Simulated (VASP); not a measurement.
## Zn$_{4}$S$_{2}$Se$_{2}$ (ordered alloy cell): computed properties

Calculation: PBEsol GGA, VASP's PBE PAW potentials (set 64) (plane waves; VASP).

```
Property                                                                                           Result
---------------------------------------------  ----------------------------------------------------------
space group                                                                                     R3m (160)
cell                                           a = b = 3.886 Å, c = 38.056 Å, α = β = 90.00°, γ = 120.00°
volume per atom                                                                             20.74 Å³/atom
band gap (over mesh and band path)                                                                1.38 eV
smallest direct gap (over mesh and band path)                                                     1.38 eV
band-edge character                                                                        direct, Γ to Γ
density                                                                                        4.84 g/cm³
```

Zn$_{2}$SSe is modelled in the trigonal space group R3m, hexagonal axes (No. 160), Pearson symbol hR8. Cell: a = b = 3.886 Å, c = 38.056 Å, α = β = 90.00°, γ = 120.00°. Zn1 on 3a sees 1 S at 2.316 Å and 3 Se at 2.409 Å (tetrahedral). Zn2 on 3a is surrounded by 4 Se at 2.407–2.428 Å (tetrahedral). Zn3 on 3a is surrounded by 3 S at 2.354 Å and 1 Se at 2.440 Å (tetrahedral). Zn4 on 3a is coordinated by 4 S at 2.326–2.356 Å (tetrahedral). Se1 on 3a is coordinated by 4 Zn at 2.409–2.428 Å (tetrahedral). Se2 on 3a has 4 Zn at 2.407–2.440 Å (tetrahedral). S1 on 3a is surrounded by 4 Zn at 2.326–2.354 Å (tetrahedral). S2 on 3a is surrounded by 4 Zn at 2.316–2.356 Å (tetrahedral). (Neighbours: up to the widest gap in distance over summed covalent radii, below 1.35, at either atom; cation-cation and far metal-metal contacts left out.)
(The calculation used a cell of 8 atoms; values per cell refer to that cell.)

The structure was generated: Zn4S2Se2 was put into an ordered model structure (R3m), which need not be its known phase. It was relaxed first. Symmetry was kept, so distortions that lower it aren't found.
